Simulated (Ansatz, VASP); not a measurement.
**One calculation of Si, two programs**

```
Si
1.0
     0.00000    2.70113    2.70113
     2.70113    0.00000    2.70113
     2.70113    2.70113    0.00000
Si
2
Direct
  0.75000 0.75000 0.75000
  0.50000 0.50000 0.50000
```

Alike in both runs: functional LDA; k mesh 10 × 10 × 10; occupations gaussian, width 0.02 eV; no spin polarisation.

Ansatz relaxed the structure, and its values are those at the end. VASP's run is a single point on that final structure, the one shown.

|  | VASP | Ansatz |
| --- | --- | --- |
| version | VASP 6.6.1 | Ansatz 0.2.0 |
| potentials or method | VASP PAW LDA potentials, release 64 (Si) | scalar-relativistic, plane waves, PAW |
| plane-wave cutoff (eV) | 520 | 420 |
| valence electrons in the cell | 8 | 8 |

|  | VASP | Ansatz | Ansatz less VASP |
| --- | --- | --- | --- |
| gap on the k mesh at the Fermi level (eV) | 0.45 | 0.45 | +0.002 |
| least direct gap on the mesh (eV) | 2.53 | 2.53 | +0.002 |
| pressure (GPa) | 0.0 | 0.0 | -0.04 |

A k mesh can miss the band edges.
